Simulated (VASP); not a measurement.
Method: LDA (Ceperley-Alder, Perdew-Zunger), VASP's LDA PAW potentials (set 64) (plane waves; VASP).

A VASP calculation is set up with these files.

**KPOINTS**
```
Automatic mesh
0
Gamma
16 16 16
0 0 0
```

INCAR:
```
! general
SYSTEM  = W
PREC    = Accurate
ENCUT   = 500
LREAL   = F
LASPH   = T

! electronic loop
EDIFF   = 1E-6
NELM    = 100
ALGO    = Normal
LMAXMIX = 6

! smearing
ISMEAR  = 1
SIGMA   = 0.1

! ions
IBRION  = 2
NSW     = 40
ISIF    = 3
EDIFFG  = -0.02
PSTRESS = 300

! output
LWAVE   = F
LCHARG  = F
```

**POSCAR**
```
W
1.0
 -1.5431546803   1.5431546803   1.5431546803
  1.5431546803  -1.5431546803   1.5431546803
  1.5431546803   1.5431546803  -1.5431546803
W
1
Direct
  0.0000000000   0.0000000000   0.0000000000
```

POTCAR, in this order: W_sv (LDA.64 set). Program: vasp_std.

Output

### OSZICAR
```
       N       E                     dE             d eps       ncg     rms          rms(c)
DAV:   1     0.733990615661E+02    0.73399E+02   -0.77028E+03  3198   0.142E+03
DAV:   2    -0.131605339731E+02   -0.86560E+02   -0.83408E+02  3406   0.328E+02
DAV:   3    -0.146749007421E+02   -0.15144E+01   -0.14950E+01  3657   0.426E+01
DAV:   4    -0.146823017380E+02   -0.74010E-02   -0.74006E-02  3382   0.325E+00
DAV:   5    -0.146823555704E+02   -0.53832E-04   -0.53834E-04  3604   0.282E-01    0.242E+01
DAV:   6    -0.142024955153E+02    0.47986E+00   -0.49529E-01  3397   0.928E+00    0.102E+01
DAV:   7    -0.140676316208E+02    0.13486E+00   -0.26331E-01  3484   0.629E+00    0.452E-01
DAV:   8    -0.140618639214E+02    0.57677E-02   -0.40730E-03  3319   0.999E-01    0.140E-01
DAV:   9    -0.140618805320E+02   -0.16611E-04   -0.39246E-05  3583   0.831E-02    0.691E-02
DAV:  10    -0.140618827742E+02   -0.22422E-05   -0.75148E-06  3475   0.406E-02    0.894E-03
DAV:  11    -0.140618827441E+02    0.30175E-07   -0.12452E-07  1807   0.453E-03
   1 F= -.11309562E+02 E0= -.11309410E+02  d E =-.113096E+02
       N       E                     dE             d eps       ncg     rms          rms(c)
DAV:   1    -0.157325332864E+02   -0.16707E+01   -0.53154E+01  3328   0.114E+02    0.266E+01
DAV:   2    -0.138475899978E+02    0.18849E+01   -0.25198E+00  3250   0.246E+01    0.596E+00
DAV:   3    -0.134394900958E+02    0.40810E+00   -0.94202E-01  3328   0.144E+01    0.474E+00
DAV:   4    -0.134376166633E+02    0.18734E-02   -0.27618E-02  3298   0.226E+00    0.314E-01
DAV:   5    -0.134365605854E+02    0.10561E-02   -0.44218E-03  3370   0.946E-01    0.481E-02
DAV:   6    -0.134365594014E+02    0.11840E-05   -0.50247E-05  3328   0.990E-02    0.257E-02
DAV:   7    -0.134365580523E+02    0.13491E-05   -0.41782E-06  3424   0.234E-02    0.242E-03
DAV:   8    -0.134365580286E+02    0.23703E-07   -0.19945E-08  1705   0.189E-03
   2 F= -.11035535E+02 E0= -.11035406E+02  d E =0.274027E+00
       N       E                     dE             d eps       ncg     rms          rms(c)
DAV:   1    -0.156677015495E+02   -0.22311E+01   -0.42374E+01  3298   0.111E+02    0.178E+01
DAV:   2    -0.142477768818E+02    0.14199E+01   -0.22712E+00  3259   0.201E+01    0.499E+00
DAV:   3    -0.140096111660E+02    0.23817E+00   -0.67960E-01  3352   0.112E+01    0.263E+00
DAV:   4    -0.140140993371E+02   -0.44882E-02   -0.12788E-02  3289   0.151E+00    0.169E-01
DAV:   5    -0.140136806641E+02    0.41867E-03   -0.23509E-03  3466   0.663E-01    0.291E-02
DAV:   6    -0.140136747094E+02    0.59547E-05   -0.23973E-05  3292   0.686E-02    0.318E-03
DAV:   7    -0.140136745817E+02    0.12772E-06   -0.15343E-07  2032   0.545E-03
   3 F= -.11320041E+02 E0= -.11319907E+02  d E =-.104793E-01
       N       E                     dE             d eps       ncg     rms          rms(c)
DAV:   1    -0.140110839645E+02    0.25907E-02   -0.31990E-03  3310   0.920E-01    0.170E-01
DAV:   2    -0.140109715293E+02    0.11244E-03   -0.16048E-04  3283   0.180E-01    0.397E-02
DAV:   3    -0.140109507724E+02    0.20757E-04   -0.53949E-05  3337   0.102E-01    0.288E-02
DAV:   4    -0.140109508756E+02   -0.10319E-06   -0.13602E-06  2461   0.163E-02
   4 F= -.11320066E+02 E0= -.11319932E+02  d E =-.105045E-01
```

File OUTCAR:
```
------------------------ aborting loop because EDIFF is reached ----------------------------------------
  FORCE on cell =-STRESS in cart. coord.  units (eV):
  Direction    XX          YY          ZZ          XY          YZ          ZX
  --------------------------------------------------------------------------------------
  Total        2.6830073      2.6830073      2.6830073     -0.0000000     -0.0000000      0.0000000
  in kB      299.1218089    299.1218089    299.1218089     -0.0000000     -0.0000000      0.0000000
  external PRESSURE =      -0.8781911 kB  Pullay stress =     300.0000000 kB
  volume of cell :       14.37
      direct lattice vectors                 reciprocal lattice vectors
    -1.531586248  1.531586248  1.531586248     0.000000000  0.326458925  0.326458925
     1.531586248 -1.531586248  1.531586248     0.326458925  0.000000000  0.326458925
     1.531586248  1.531586248 -1.531586248     0.326458925  0.326458925  0.000000000
 POSITION                                       TOTAL-FORCE (eV/Angst)
 -----------------------------------------------------------------------------------
      1.53159      1.53159      1.53159        -0.000000      0.000000      0.000000
 -----------------------------------------------------------------------------------
    total drift:                                0.000000     -0.000000      0.000000
  FREE ENERGIE OF THE ION-ELECTRON SYSTEM (eV)
  ---------------------------------------------------
  free  energy   TOTEN  =       -14.0109508756 eV

  energy  without entropy=      -14.0105466934  energy(sigma->0) =      -14.01081615
  enthalpy is  TOTEN    =       -11.3200664921 eV   P V=        2.6908843836

 reached required accuracy - stopping structural energy minimisation
```
(Selected blocks of OUTCAR.)

File CONTCAR:
```
W
   1.00000000000000
    -1.5315862480592808    1.5315862480592808    1.5315862480592808
     1.5315862480592808   -1.5315862480592808    1.5315862480592808
     1.5315862480592808    1.5315862480592808   -1.5315862480592808
  W
     1
Direct
     1.0000000000000000    1.0000000000000000    1.0000000000000000
```

Energy and stress use the plane-wave basis of the starting cell.

The compound is W in the bcc structure. This run relaxes it under an external pressure of 30 GPa. Symmetry was kept, so distortions that lower it aren't found.
